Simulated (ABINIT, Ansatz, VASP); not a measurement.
## NbTe: equilibrium volume by level of theory

The structure is hexagonal, space group P-6m2 (No. 187). The conventional cell has a = 3.703 Å, b = 3.703 Å, c = 3.694 Å, α = 90.00°, β = 90.00°, γ = 120.00°. Te (site symmetry -6m2) has 6 Nb at 2.83 Å as nearest neighbours. Nb (site symmetry -6m2) is surrounded by 6 Te at 2.83 Å.

The cell comes from a database or a generator and needn't be the stable form of this composition.

| rung | level | program and potentials | cutoff (eV) | k mesh | smearing | equilibrium volume (Å³/atom) | notes |
| --- | --- | --- | --- | --- | --- | --- | --- |
| LDA | LDA | ABINIT, JTH PAW LDA v2.0 | 435 | 6 × 6 × 5 | fermi-dirac 0.05 | 20.78 | 9.5 valence electrons an atom on average |
| LDA | LDA | VASP, LDA PAW files Nb_sv, Te, 600 eV | 600 | 8 × 8 × 6 | fermi-dirac 0.05 | 20.59 | 9.5 valence electrons an atom on average |
| GGA | PBE | ABINIT, PseudoDojo NC SR PBE v0.4.1 standard | 1116 | 6 × 6 × 5 | fermi-dirac 0.05 | 21.90 | 14.5 valence electrons an atom on average |
| GGA | PBEsol | Ansatz, Ansatz PAW | 420 | 8 × 8 × 7 | fermi-dirac 0.05 | 20.96 | potentials made for PBE, which Ansatz adapts in part; 14.5 valence electrons an atom on average |
| GGA | PBEsol | VASP, PBE PAW files Nb_sv, Te, 600 eV | 600 | 8 × 8 × 6 | fermi-dirac 0.05 | 20.94 | potentials made for PBE; 9.5 valence electrons an atom on average |
| GGA + dispersion | PBEsol+D3(BJ) | Ansatz, Ansatz PAW | 420 | 8 × 8 × 7 | fermi-dirac 0.05 | 20.15 | potentials made for PBE, which Ansatz adapts in part; 14.5 valence electrons an atom on average |
| GGA + dispersion | PBEsol+D3(BJ)+ATM | Ansatz, Ansatz PAW | 420 | 8 × 8 × 7 | fermi-dirac 0.05 | 20.28 | potentials made for PBE, which Ansatz adapts in part; 14.5 valence electrons an atom on average |
| GGA + dispersion | PBEsol+D4 | Ansatz, Ansatz PAW | 420 | 8 × 8 × 7 | fermi-dirac 0.05 | 20.63 | potentials made for PBE, which Ansatz adapts in part; 14.5 valence electrons an atom on average |
| meta-GGA | MS2 | VASP, PBE PAW files Nb_sv, Te, 600 eV | 600 | 8 × 8 × 7 | gaussian 0.05 | 20.94 | potentials made for PBE; 9.5 valence electrons an atom on average |
| meta-GGA | r2SCAN | VASP, PBE PAW files Nb_sv, Te, 600 eV | 600 | 8 × 8 × 7 | gaussian 0.05 | 21.64 | potentials made for PBE; 9.5 valence electrons an atom on average |
| meta-GGA + dispersion | r2SCAN+D4 | VASP, PBE PAW files Nb_sv, Te, 600 eV | 600 | 8 × 8 × 7 | gaussian 0.05 | 21.44 | potentials made for PBE; 9.5 valence electrons an atom on average |
| hybrid | r2SCAN50 | VASP, PBE PAW files Nb_sv, Te, 600 eV | 600 | 4 × 4 × 4 | gaussian 0.05 | 20.31 | coarse mesh; potentials made for PBE; 9.5 valence electrons an atom on average |

Task: relaxation of cell and atoms. All rows: no spin polarisation. Smearing widths are in eV. For a metal such meshes aren't converged. Meshes differ between rows, which moves values too. Meshes are those of the run's cell of 2 atoms unless a note names another. Relaxations start from the cell shown or near it and stop with a little pressure left. Runs on faulty files, with rough fits or with known faults for this quantity aren't shown. No row holds spin-orbit coupling.

By rung: LDA 20.59 to 20.78; GGA 20.94 to 21.90; GGA + dispersion 20.15 to 20.63; meta-GGA 20.94 to 21.64; meta-GGA + dispersion 21.44; hybrid on coarse meshes 20.31 (Å³/atom).
